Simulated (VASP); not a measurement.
These are PBEsol GGA, VASP's PBE PAW potentials (set 64) (plane waves; VASP) values and carry that method's errors.

VASP input:

File KPOINTS:
```
Automatic mesh
0
gamma
 12 12 4
```

POSCAR:
```
TaTe
1
    3.3480569567    -0.0000000000     0.0000000000
   -1.6740284783     2.8995023752    -0.0000000000
    0.0000000000    -0.0000000000     9.3453449851
Ta Te
2 2
Direct
  0.3333330000   0.6666670000   0.0401127699
  0.6666670000   0.3333330000   0.5401127699
  0.3333330000   0.6666670000   0.3348872301
  0.6666670000   0.3333330000   0.8348872301
```

INCAR:
```
SYSTEM = TaTe
PREC = Accurate
ENCUT = 400
EDIFF = 1E-7
NELM = 100
ALGO = Normal
LREAL = .FALSE.
LASPH = .TRUE.
ISMEAR = -5
GGA = PS
LMAXMIX = 6
LWAVE = .FALSE.
LCHARG = .TRUE.
LORBIT = 11
NEDOS = 601
ISIF = 2
LEFG = .TRUE.
```

POTCAR, in this order: Ta_pv Te (PBE.64 set). Program: vasp_std.

The run wrote:

### OSZICAR
```
       N       E                     dE             d eps       ncg     rms          rms(c)
DAV:   1     0.217485730885E+03    0.21749E+03   -0.15147E+04  2506   0.122E+03
DAV:   2    -0.206378713701E+02   -0.23812E+03   -0.23258E+03  2823   0.326E+02
DAV:   3    -0.318595457270E+02   -0.11222E+02   -0.10900E+02  3127   0.616E+01
DAV:   4    -0.321322546466E+02   -0.27271E+00   -0.26946E+00  2991   0.941E+00
DAV:   5    -0.321404356881E+02   -0.81810E-02   -0.81650E-02  3217   0.153E+00    0.184E+01
DAV:   6    -0.311360025596E+02    0.10044E+01   -0.32094E+00  3028   0.111E+01    0.859E+00
DAV:   7    -0.309299962510E+02    0.20601E+00   -0.57429E-01  2860   0.460E+00    0.207E+00
DAV:   8    -0.309248188652E+02    0.51774E-02   -0.74704E-02  2959   0.147E+00    0.793E-01
DAV:   9    -0.309240120918E+02    0.80677E-03   -0.22003E-03  3278   0.298E-01    0.594E-01
DAV:  10    -0.309233011160E+02    0.71098E-03   -0.20512E-03  2893   0.333E-01    0.111E-01
DAV:  11    -0.309233185364E+02   -0.17420E-04   -0.23951E-04  2889   0.845E-02    0.251E-02
DAV:  12    -0.309233165784E+02    0.19580E-05   -0.89538E-06  3107   0.185E-02    0.102E-02
DAV:  13    -0.309233167442E+02   -0.16579E-06   -0.14400E-06  2967   0.712E-03    0.497E-03
DAV:  14    -0.309233168496E+02   -0.10536E-06   -0.19714E-07  2508   0.244E-03    0.682E-04
DAV:  15    -0.309233167897E+02    0.59809E-07   -0.14609E-08  1797   0.742E-04
   1 F= -.30923317E+02 E0= -.30923317E+02  d E =0.000000E+00
```

File OUTCAR:
```
------------------------ aborting loop because EDIFF is reached ----------------------------------------
  FORCE on cell =-STRESS in cart. coord.  units (eV):
  Direction    XX          YY          ZZ          XY          YZ          ZX
  --------------------------------------------------------------------------------------
  Total       -0.0869118     -0.0869118      0.1117159     -0.0000000      0.0000000     -0.0000000
  in kB       -1.5348922     -1.5348922      1.9729407     -0.0000000      0.0000000     -0.0000000
  external PRESSURE =      -0.3656146 kB  Pullay stress =       0.0000000 kB
  volume of cell :       90.72
      direct lattice vectors                 reciprocal lattice vectors
     3.348056957  0.000000000  0.000000000     0.298680701  0.172443383  0.000000000
    -1.674028478  2.899502375  0.000000000     0.000000000  0.344886767  0.000000000
     0.000000000  0.000000000  9.345344985     0.000000000  0.000000000  0.107005146
 POSITION                                       TOTAL-FORCE (eV/Angst)
 -----------------------------------------------------------------------------------
     -0.00000      1.93300      0.37487         0.000000      0.000000      0.010533
      1.67403      0.96650      5.04754        -0.000000     -0.000000      0.010533
     -0.00000      1.93300      3.12964        -0.000000      0.000000     -0.010533
      1.67403      0.96650      7.80231        -0.000000     -0.000000     -0.010533
 -----------------------------------------------------------------------------------
    total drift:                               -0.000989      0.000571     -0.001791
  FREE ENERGIE OF THE ION-ELECTRON SYSTEM (eV)
  ---------------------------------------------------
  free  energy   TOTEN  =       -30.9233167897 eV

  energy  without entropy=      -30.9233167897  energy(sigma->0) =      -30.92331679

 total charge

# of ion       s       p       d       tot
------------------------------------------
    1        0.292   6.124   2.344   8.760
    2        0.292   6.124   2.344   8.760
    3        1.357   2.054   0.107   3.518
    4        1.357   2.054   0.107   3.518
--------------------------------------------------
tot          3.297  16.355   4.904  24.556

 Electric field gradients after diagonalization (V/A^2)
 (convention: |V_zz| > |V_xx| > |V_yy|)
----------------------------------------------------------------------
 ion       V_xx      V_yy      V_zz     asymmetry (V_yy - V_xx)/ V_zz
----------------------------------------------------------------------
   1      47.665    47.665   -95.330       0.000
   2      47.665    47.665   -95.330       0.000
   3      22.896    22.896   -45.791       0.000
   4      22.896    22.896   -45.791       0.000
```
(Selected blocks of OUTCAR.)

For a metal the tetrahedron method with Blöchl corrections gives inexact stress and forces.

The structure was generated: TaTe was put into the wurtzite type (P6_3mc), which need not be its known phase. It was relaxed first, which changed the volume by -50 %.
